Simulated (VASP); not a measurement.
# YSe (Fm-3m) in VASP: a series of runs

The runs below take YSe through single point, relaxation of cell and atoms, with LDA.

All numbers are computed with VASP 6.6.1; they aren't measurements. Logs are shortened: lines on timing, memory, paths and dates and some standing lists are left out, and cuts for length are marked.

### 1 The crystal as given

Symmetry: Fm-3m, No. 225, cubic system. The conventional cell has a = 5.770 Å, b = 5.770 Å, c = 5.770 Å, α = 90.00°, β = 90.00°, γ = 90.00°. Y (site symmetry m-3m) has 6 Se at 2.88 Å as nearest neighbours. Se (site symmetry m-3m) has 6 Y at 2.88 Å as nearest neighbours.

### 2 Single point, LDA (relaxed again under DFT LDA, scalar-relativistic, plane waves, PAW)

File INCAR:

```
SYSTEM = YSe
ALGO = Normal
EDIFF = 1E-6
ENCUT = 520
ISIF = 2
ISMEAR = 0
LASPH = .TRUE.
LCHARG = .FALSE.
LREAL = .FALSE.
LWAVE = .FALSE.
NBANDS = 16
NELM = 100
PREC = Accurate
SIGMA = 0.1
```

File KPOINTS:

```
k-points
0
G
  12 12 12
  0 0 0
```

File POSCAR:

```
YSe
1.0
    0.0000000000      2.8210025738      2.8210025738
    2.8210025738      0.0000000000      2.8210025738
    2.8210025738      2.8210025738      0.0000000000
Y Se
1 1
Direct
    0.5000000000      0.5000000000      0.5000000000
    0.0000000000      0.0000000000      0.0000000000
```

Potentials or basis: VASP PAW LDA potentials, release 64 (Y_sv, Se).

Command:

```bash
$ cat potpaw_LDA.64/Y_sv/POTCAR potpaw_LDA.64/Se/POTCAR > POTCAR
$ mpirun -np 1 vasp_std > vasp.out
```

OUTCAR:

```text
SYSTEM = YSe
   EDIFF = 1E-6
   ENCUT = 520
   ISIF = 2
   ISMEAR = 0
   LASPH = .TRUE.
   LREAL = .FALSE.
   NELM = 100
   PREC = Accurate

 ion  position               nearest neighbor table
   1  0.500  0.500  0.500-   2 2.82   2 2.82   2 2.82   2 2.82   2 2.82   2 2.82
   2  0.000  0.000  0.000-   1 2.82   1 2.82   1 2.82   1 2.82   1 2.82   1 2.82

  LATTYP: Found a face centered cubic cell.
 ALAT       =     5.6420051476

  Lattice vectors:

 A1 = (   0.0000000000,   2.8210025738,   2.8210025738)
 A2 = (   2.8210025738,   0.0000000000,   2.8210025738)
 A3 = (   2.8210025738,   2.8210025738,   0.0000000000)

Analysis of symmetry for initial positions (statically):
=====================================================================
 Subroutine PRICEL returns:
 Original cell was already a primitive cell.

 Routine SETGRP: Setting up the symmetry group for a
 face centered cubic supercell.

 Subroutine GETGRP returns: Found 48 space group operations
 (whereof 48 operations were pure point group operations)
 out of a pool of 48 trial point group operations.

The static configuration has the point symmetry O_h .

Analysis of symmetry for dynamics (positions and initial velocities):
=====================================================================
 Subroutine PRICEL returns:
 Original cell was already a primitive cell.

 Routine SETGRP: Setting up the symmetry group for a
 face centered cubic supercell.

 Subroutine GETGRP returns: Found 48 space group operations
 (whereof 48 operations were pure point group operations)
 out of a pool of 48 trial point group operations.

The dynamic configuration has the point symmetry O_h .

 Subroutine INISYM returns: Found 48 space group operations
 (whereof 48 operations are pure point group operations),
 and found     1 'primitive' translations

----------------------------------------------------------------------------------------

                                     Primitive cell

  volume of cell :      44.8994

  direct lattice vectors                    reciprocal lattice vectors
     0.000000000  2.821002574  2.821002574    -0.177241951  0.177241951  0.177241951
     2.821002574  0.000000000  2.821002574     0.177241951 -0.177241951  0.177241951
     2.821002574  2.821002574  0.000000000     0.177241951  0.177241951 -0.177241951

  length of vectors
     3.989500099  3.989500099  3.989500099     0.306992064  0.306992064  0.306992064

  position of ions in fractional coordinates (direct lattice)
     0.500000000  0.500000000  0.500000000
     0.000000000  0.000000000  0.000000000

  ion indices of the primitive-cell ions
   primitive index   ion index
                 1           1
                 2           2

----------------------------------------------------------------------------------------

 KPOINTS: k-points

Automatic generation of k-mesh.
 Grid dimensions read from file:
 generate k-points for:   12   12   12

 Generating k-lattice:

  Cartesian coordinates                     Fractional coordinates (reciprocal lattice)
    -0.014770163  0.014770163  0.014770163     0.083333333  0.000000000  0.000000000
     0.014770163 -0.014770163  0.014770163     0.000000000  0.083333333  0.000000000
     0.014770163  0.014770163 -0.014770163     0.000000000  0.000000000  0.083333333

  Length of vectors
     0.025582672  0.025582672  0.025582672

  Shift w.r.t. Gamma in fractional coordinates (k-lattice)
     0.000000000  0.000000000  0.000000000

 Subroutine IBZKPT returns following result:
 ===========================================

 Found     72 irreducible k-points:

 Following reciprocal coordinates:
            Coordinates               Weight
  0.000000  0.000000  0.000000      1.000000
  0.083333  0.000000  0.000000      8.000000
  0.166667  0.000000  0.000000      8.000000
  0.250000  0.000000  0.000000      8.000000
  0.333333  0.000000  0.000000      8.000000
  0.416667  0.000000  0.000000      8.000000
[... 16 lines left out ...]
  0.500000  0.166667  0.000000     24.000000
 -0.416667  0.166667  0.000000     24.000000
 [... further k-points ...]
   k-points           NKPTS =     72   k-points in BZ     NKDIM =     72   number of bands    NBANDS=     16
   number of dos      NEDOS =    301   number of ions     NIONS =      2
   total plane-waves  NPLWV =  27000
   dimension x,y,z NGX =    30 NGY =   30 NGZ =   30
   dimension x,y,z NGXF=    60 NGYF=   60 NGZF=   60
   ions per type =               1   1
   NGX,Y,Z   is equivalent  to a cutoff of  12.50, 12.50, 12.50 a.u.
   NGXF,Y,Z  is equivalent  to a cutoff of  25.00, 25.00, 25.00 a.u.
 SYSTEM =  YSe
   PREC   = accura    normal or accurate (medium, high low for compatibility)
   ISTART =      0    job   : 0-new  1-cont  2-samecut
   ICHARG =      2    charge: 1-file 2-atom 10-const
   ISPIN  =      1    spin polarized calculation?
   LNONCOLLINEAR =      F non collinear calculations
   LSORBIT =      F    spin-orbit coupling
   LASPH  =      T    aspherical Exc in radial PAW
   ENCUT  =  520.0 eV  38.22 Ry    6.18 a.u.   7.42  7.42  7.42*2*pi/ulx,y,z
   NELM   =    100;   NELMIN=  2; NELMDL= -5     # of ELM steps
   EDIFF  = 0.1E-05   stopping-criterion for ELM
   LREAL  =      F    real-space projection
   EDIFFG = 0.1E-04   stopping-criterion for IOM
   NSW    =      0    number of steps for IOM
   IBRION =     -1    ionic relax: 0-MD 1-quasi-New 2-CG
   NFREE  =      0    steps in history (QN), initial steepest desc. (CG)
   ISIF   =      2    stress and relaxation
   ISYM   =      2    0-nonsym 1-usesym 2-fastsym
   POTIM  = 0.5000    time-step for ionic-motion
   TEBEG  =    0.0;   TEEND  =   0.0 temperature during run
   PSTRESS=    0.0 pullay stress
   NELECT =      17.0000    total number of electrons
   NUPDOWN=      -1.0000    fix difference up-down
   EMIN   =  10.00;   EMAX   =-10.00  energy-range for DOS
   EFERMI =   0.00;   METHOD = LEGACY
   ISMEAR =     0;   SIGMA  =   0.10  broadening in eV -4-tet -1-fermi 0-gaus
   EFERMI_NEDOS =   21; number of points for ismear=-14 and -15
   IALGO  =     38    algorithm
   IMIX   =      4    mixing-type and parameters
     AMIX     =   0.40;   BMIX     =  1.00
     AMIX_MAG =   1.60;   BMIX_MAG =  1.00
  volume/ion in A,a.u.               =      22.45       151.50
  Fermi-wavevector in a.u.,A,eV,Ry     =   1.184343  2.238085 19.084475  1.402669
  Thomas-Fermi vector in A             =   2.320560
   LORBIT       =      0    0 simple, 1 ext, 2 COOP (PROOUT), +10 PAW based schemes
   GGA     = CA    functional components
   LHFCALC =     F    Hartree Fock is set to
   AEXX    =    0.0000 exact exchange contribution
   IVDW    =     0    specifies the selected vdW correction
   LEPSILON=     F    determine dielectric tensor
   LRPA    =     F    only Hartree local field effects (RPA)
 non-spin polarized calculation
 Gauss-broadening in eV      SIGMA  =   0.10
  energy-cutoff  :      520.00
  volume of cell :       44.90
 maximum number of plane-waves:      1243
 NGX is ok and might be reduce to    30
   NGX = 15   NGY = 15   NGZ = 15

 number of electron      17.0000002 magnetization

 Free energy of the ion-electron system (eV)
  ---------------------------------------------------
  ext. energy  EPLUGINS =         0.00000000
  ---------------------------------------------------
  free energy    TOTEN  =       -14.94439585 eV

  energy without entropy =      -14.94214043  energy(sigma->0) =      -14.94326814

 E-fermi :   6.2868     XC(G=0): -10.6654

 val. band max:        6.2791700681   @ k =   0.1667   0.0000   0.0000
 cond. band min:       6.3914517348   @ k =  -0.1667   0.2500   0.0833
 fundamental gap:      0.1122816667
 Fermi energy:         6.2867784083

 k-point     1 :       0.0000    0.0000    0.0000
  band No.  band energies     occupation
      1     -36.9474      2.00000
      2     -17.0481      2.00000
      3     -17.0481      2.00000
      4     -17.0481      2.00000
      5      -9.0088      2.00000
      6       3.3493      2.00000
[... 8 lines left out ...]
     15      12.5567      0.00000
     16      18.8877      0.00000

 k-point     2 :       0.0833    0.0000    0.0000
  band No.  band energies     occupation
      1     -36.9460      2.00000
      2     -17.0742      2.00000
      3     -17.0496      2.00000
      4     -17.0496      2.00000
      5      -8.9348      2.00000
      6       2.8486      2.00000
[... 8 lines left out ...]
     15      12.8607      0.00000
     16      17.8478      0.00000

 k-point     3 :       0.1667    0.0000    0.0000
  band No.  band energies     occupation
      1     -36.9420      2.00000
      2     -17.1440      2.00000
      3     -17.0535      2.00000
      4     -17.0535      2.00000
      5      -8.7284      2.00000
      6       1.8616      2.00000
[... 8 lines left out ...]
     15      13.5977      0.00000
     16      16.4520      0.00000

 k-point     4 :       0.2500    0.0000    0.0000
  band No.  band energies     occupation
      1     -36.9366      2.00000
      2     -17.2363      2.00000
      3     -17.0589      2.00000
      4     -17.0589      2.00000
      5      -8.4346      2.00000
      6       0.8624      2.00000
[... 8 lines left out ...]
     15      13.8919      0.00000
     16      15.6170      0.00000

 k-point     5 :       0.3333    0.0000    0.0000
  band No.  band energies     occupation
      1     -36.9311      2.00000
      2     -17.3253      2.00000
      3     -17.0642      2.00000
      4     -17.0642      2.00000
      5      -8.1223      2.00000
      6       0.0318      2.00000
[... 8 lines left out ...]
     15      13.9999      0.00000
     16      14.1893      0.00000

 k-point     6 :       0.4167    0.0000    0.0000
  band No.  band energies     occupation
      1     -36.9271      2.00000
      2     -17.3886      2.00000
      3     -17.0681      2.00000
      4     -17.0681      2.00000
      5      -7.8778      2.00000
      6      -0.5232      2.00000
[... 8 lines left out ...]
     15      13.0374      0.00000
     16      13.0374      0.00000

 k-point     7 :       0.5000    0.0000    0.0000
  band No.  band energies     occupation
      1     -36.9257      2.00000
      2     -17.4114      2.00000
      3     -17.0695      2.00000
      4     -17.0695      2.00000
      5      -7.7840      2.00000
      6      -0.7199      2.00000
[... 8 lines left out ...]
     15      12.5355      0.00000
     16      12.5355      0.00000

 k-point     8 :       0.0833    0.0833    0.0000
  band No.  band energies     occupation
      1     -36.9455      2.00000
      2     -17.0729      2.00000
      3     -17.0548      2.00000
      4     -17.0548      2.00000
      5      -8.9133      2.00000
      6       2.5338      2.00000
[... 8 lines left out ...]
     15      12.9593      0.00000
     16      17.7895      0.00000

 k-point     9 :       0.1667    0.0833    0.0000
  band No.  band energies     occupation
      1     -36.9424      2.00000
      2     -17.1240      2.00000
      3     -17.0621      2.00000
      4     -17.0567      2.00000
      5      -8.7602      2.00000
      6       1.8152      2.00000
[... 8 lines left out ...]
     15      13.5672      0.00000
     16      16.4855      0.00000
[... 172 lines left out ...]
 k-point    19 :       0.1667    0.1667    0.0000
  band No.  band energies     occupation
      1     -36.9402      2.00000
      2     -17.1342      2.00000
      3     -17.0732      2.00000
      4     -17.0732      2.00000
      5      -8.6826      2.00000
      6       1.3487      2.00000
[... 8 lines left out ...]
     15      13.9982      0.00000
     16      16.3570      0.00000

 k-point    20 :       0.2500    0.1667    0.0000
  band No.  band energies     occupation
      1     -36.9361      2.00000
      2     -17.1893      2.00000
      3     -17.0838      2.00000
      4     -17.0799      2.00000
      5      -8.5152      2.00000
      6       0.8495      2.00000
[... 8 lines left out ...]
     15      14.4399      0.00000
     16      14.9409      0.00000

 k-point    21 :       0.3333    0.1667    0.0000
  band No.  band energies     occupation
      1     -36.9312      2.00000
      2     -17.2607      2.00000
      3     -17.0911      2.00000
      4     -17.0877      2.00000
      5      -8.2982      2.00000
      6       0.4022      2.00000
[... 8 lines left out ...]
     15      13.6488      0.00000
     16      14.6688      0.00000

 k-point    22 :       0.4167    0.1667    0.0000
  band No.  band energies     occupation
      1     -36.9267      2.00000
      2     -17.3234      2.00000
      3     -17.1002      2.00000
      4     -17.0932      2.00000
      5      -8.0855      2.00000
      6       0.0252      2.00000
[... 8 lines left out ...]
     15      12.9963      0.00000
     16      13.9739      0.00000

 k-point    23 :       0.5000    0.1667    0.0000
  band No.  band energies     occupation
      1     -36.9239      2.00000
      2     -17.3614      2.00000
      3     -17.1144      2.00000
      4     -17.0895      2.00000
      5      -7.9356      2.00000
      6      -0.2410      2.00000
[... 8 lines left out ...]
     15      12.6856      0.00000
     16      13.7861      0.00000

 k-point    24 :      -0.4167    0.1667    0.0000
  band No.  band energies     occupation
      1     -36.9236      2.00000
      2     -17.3666      2.00000
      3     -17.1256      2.00000
      4     -17.0810      2.00000
      5      -7.8950      2.00000
      6      -0.3247      2.00000
[... 8 lines left out ...]
     15      13.3658      0.00000
     16      13.8230      0.00000

 [... further k-points ...]

------------------------ aborting loop because EDIFF is reached ----------------------------------------

  FORCE on cell =-STRESS in cart. coord.  units (eV):
  Direction    XX          YY          ZZ          XY          YZ          ZX
  --------------------------------------------------------------------------------------
  -------------------------------------------------------------------------------------
  Total        0.0393619      0.0393619      0.0393619     -0.0000000     -0.0000000      0.0000000
  in kB        1.4045779      1.4045779      1.4045779     -0.0000000     -0.0000000      0.0000000
  external PRESSURE =       1.4045779 kB  Pullay stress =       0.0000000 kB

 VOLUME and BASIS-vectors are now :
 -----------------------------------------------------------------------------
  energy-cutoff  :      520.00
  volume of cell :       44.90
      direct lattice vectors                 reciprocal lattice vectors
     0.000000000  2.821002574  2.821002574    -0.177241951  0.177241951  0.177241951
     2.821002574  0.000000000  2.821002574     0.177241951 -0.177241951  0.177241951
     2.821002574  2.821002574  0.000000000     0.177241951  0.177241951 -0.177241951

 POSITION                                       TOTAL-FORCE (eV/Angst)
 -----------------------------------------------------------------------------------
      2.82100      2.82100      2.82100        -0.000000      0.000000      0.000000
      0.00000      0.00000      0.00000         0.000000     -0.000000     -0.000000
 -----------------------------------------------------------------------------------
    total drift:                                0.000000     -0.000000      0.000000

  FREE ENERGIE OF THE ION-ELECTRON SYSTEM (eV)
  ---------------------------------------------------
  free  energy   TOTEN  =       -14.9443958501 eV

  energy  without entropy=      -14.9421404302  energy(sigma->0) =      -14.94326814
```

Run time: 53 s. Hardware: 1 thread of Intel Xeon Platinum 8559C (Emerald Rapids), shared host; peak memory 0.2 GiB.

Results:

| Item | Value |
| --- | --- |
| Free energy | -14.9444 eV |
| Pressure | 0.1 GPa |
| Band gap on the k mesh | none (metal or under the smearing width) |

### 3 Relaxation of cell and atoms, LDA

File INCAR:

```
ALGO = Normal
EDIFF = 1E-6
EDIFFG = -0.005
ENCUT = 600
GGA = CA
IBRION = 2
ISIF = 3
ISMEAR = 0
LASPH = True
LCHARG = False
LREAL = False
LWAVE = False
NELM = 100
NSW = 70
PREC = Accurate
SIGMA = 0.1
```

File KPOINTS:

```
k-points
0
Gamma
  12 12 12
```

File POSCAR:

```
YSe
1.0
    0.0000000000      2.8847667256      2.8847667256
    2.8847667256      0.0000000000      2.8847667256
    2.8847667256      2.8847667256      0.0000000000
Y Se
1 1
Direct
    0.5000000000      0.5000000000      0.5000000000
    0.0000000000      0.0000000000      0.0000000000
```

Potentials or basis: VASP PAW LDA potentials, release 64 (Y_sv, Se).

Command:

```bash
$ cat potpaw_LDA.64/Y_sv/POTCAR potpaw_LDA.64/Se/POTCAR > POTCAR
$ mpirun -np 1 vasp_std > vasp.out
```

It took 2.2 min on 1 thread of Intel Xeon Platinum 8559C (Emerald Rapids), shared host; peak memory 0.24 GiB.

It converged, with:

```
Free energy                            : -14.9446 eV
Relaxed volume                         : 22.49 Å³/atom
Relaxed cell                           : a = 3.992 Å, b = 3.992 Å, c = 3.992 Å, α = 60.00°, β = 60.00°, γ = 60.00°
Space group after relaxing (to 0.05 Å) : Fm-3m (No. 225)
Energy gained by relaxing              : 26.7 meV/atom
Ionic steps                            : 3
Pressure after relaxing                : 0.0 GPa
Band gap on the k mesh                 : none (metal or under the smearing width)
```

Step by step:
```csv
step,energy change (eV),largest force (eV/Å),pressure (GPa),volume (Å³)
1,0.0000,0.0000,-5.30,48.01
2,-0.0172,0.0000,5.41,42.71
3,-0.0535,0.0000,-0.03,44.98
```

Final structure:
```yaml
crystal:
  lattice:
    - [0.00000, 2.82270, 2.82270]
    - [2.82270, 0.00000, 2.82270]
    - [2.82270, 2.82270, 0.00000]
  atoms:
    - { symbol: Y, position: [0.50000, 0.50000, 0.50000] }
    - { symbol: Se, position: [0.00000, 0.00000, 0.00000] }
```

Levels at points of the mesh, in eV from the Fermi level:
| k point | band 6 | band 7 | band 8 | band 9 | band 10 | band 11 | band 12 |
| --- | --- | --- | --- | --- | --- | --- | --- |
| (0.00, 0.00, 0.00) | -2.94 | -2.94 | -2.94 | -0.26 | -0.26 | -0.26 | 0.57 |
| (0.50, 0.00, 0.00) | -7.00 | -4.96 | -4.96 | 1.85 | 2.39 | 2.39 | 2.51 |
| (0.50, 0.50, 0.00) | -5.44 | -3.82 | -3.82 | -2.28 | 1.74 | 2.69 | 3.34 |

LDA usually gives volumes a few per cent too small. Zero-point motion and thermal expansion aren't in these numbers.
